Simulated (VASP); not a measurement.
MgB2, 36 atoms in the cell. It takes space group P6/mmm (No. 191, hexagonal). The conventional cell has a = 3.085 Å, b = 3.085 Å, c = 3.523 Å, α = 90.00°, β = 90.00°, γ = 120.00°. Mg (site symmetry 6/mmm) is surrounded by 12 B at 2.51 Å. B (site symmetry -6m2) is surrounded by 3 B at 1.78 Å. 

| Quantity | Value |
| --- | --- |
| Program | VASP 6.6.1 |
| Task | core levels |
| Functional | PBEsol |
| Potentials or basis | VASP PAW PBE potentials, release 64 (Mg, B) |
| Cutoff | 520 eV |
| k mesh | 7 × 7 × 7 |
| Occupations | methfessel-paxton, width 0.1 eV |
| Spin | no spin polarisation |
| Further INCAR settings | ALGO = Normal; EDIFF = 1e-06; NELECT = 96.5 |

Potentials or basis: VASP PAW PBE potentials, release 64 (Mg, B).

The run is started by

```sh
$ cat potpaw_PBE.64/Mg/POTCAR potpaw_PBE.64/Mg/POTCAR potpaw_PBE.64/B/POTCAR > POTCAR
$ mpirun -np 8 vasp_std > vasp.out
```

Hardware: 8 MPI ranks on Intel(R) Xeon(R) Platinum 8488C (Sapphire Rapids), with other jobs on the host.

**Question.** How long does it take, and how much memory?

**Answer.** Wall time 5.5 min on 8 MPI ranks on Intel(R) Xeon(R) Platinum 8488C (Sapphire Rapids), on a shared host, peak memory 1.3 GiB a rank. Counts: scf iterations 14, k points 64.
